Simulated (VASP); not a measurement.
A convergence study with VASP on Rb (space group Im-3m): one setting is varied, all else stays as given below, so the limit is that of these other settings.

```xyz
1
Lattice="-2.8335 2.8335 2.8335 2.8335 -2.8335 2.8335 2.8335 2.8335 -2.8335" Properties=species:S:1:pos:R:3 pbc="T T T"
Rb     0.0000     0.0000     0.0000
```

The numbers are results of LDA (Ceperley-Alder, Perdew-Zunger), VASP's LDA PAW potentials (set 64) (plane waves; VASP), not measurements. The tightest run used: 720 eV cut-off, 8×8×8 Γ-centred mesh, Fermi-Dirac smearing of 0.10 eV, potentials Rb_sv.

Problem. The settings run are ENCUT = 105; ENCUT = 120; ENCUT = 135; ENCUT = 150; ENCUT = 165; ENCUT = 180; ENCUT = 210; ENCUT = 240; ENCUT = 270; ENCUT = 330; ENCUT = 360; ENCUT = 405; ENCUT = 450; ENCUT = 525; ENCUT = 600; ENCUT = 720. From which on does the energy per atom stay within 0.005 eV/atom of the tightest run?

Solution. From ENCUT = 165 on: it is off by 0.0006 there and by no more than 0.005 in any finer run, while ENCUT = 150 is off by 0.0067.
```csv
setting,E (eV/atom),pressure (GPa),plane waves,difference judged (eV/atom)
ENCUT = 105,-1.0973,-19.72,236,0.0610
ENCUT = 120,-1.0313,-10.88,277,0.0051
ENCUT = 135,-1.0545,-5.64,336,0.0182
ENCUT = 150,-1.0297,-2.77,386,0.0067
ENCUT = 165,-1.0357,-1.31,466,0.0006
ENCUT = 180,-1.0380,-0.70,531,0.0017
ENCUT = 210,-1.0370,-0.46,664,0.0007
ENCUT = 240,-1.0363,-0.49,784,0.0001
ENCUT = 270,-1.0362,-0.48,939,0.0002
ENCUT = 330,-1.0364,-0.42,1264,0.0000
ENCUT = 360,-1.0364,-0.41,1437,0.0001
ENCUT = 405,-1.0364,-0.42,1721,0.0000
ENCUT = 450,-1.0364,-0.42,1990,0.0000
ENCUT = 525,-1.0364,-0.41,2502,0.0000
ENCUT = 600,-1.0364,-0.41,3056,0.0000
ENCUT = 720,-1.0364,-0.41,4028,0.0000
```

Left out are rungs that failed or repeat a setting and relaxations that didn't move; long series are thinned to 24 rows.

The structure is a typed Rb crystal (space group no. 229). The cell was not relaxed at this level.
